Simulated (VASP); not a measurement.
```yaml
crystal:
  lattice:
    - [0.00000, 3.00171, 3.06297]
    - [3.06297, 0.00000, 3.06297]
    - [3.06297, 3.00171, 0.00000]
  atoms:
    - { symbol: Cd, position: [0.00000, 0.00000, 0.00000] }
    - { symbol: Se, position: [0.25000, 0.25000, 0.25000] }
```

These are r2SCAN meta-GGA, VASP's PBE PAW potentials (set 64) (plane waves; VASP 6.6.1) values and carry that method's errors. Run with 480 eV cut-off, 8×8×8 Γ-centred mesh, Gaussian smearing of 0.050 eV, potentials Cd Se.

Give the stress tensor in GPa (positive for a compressed cell).

```
1.44  0.00  0.00
0.00  1.73  0.00
0.00  0.00  1.44
```
The pressure is its mean diagonal, 1.54 GPa.

The compound is CdSe in the zinc blende structure, whereas wurtzite is the usual form. This cell was strained or had an atom moved on purpose.
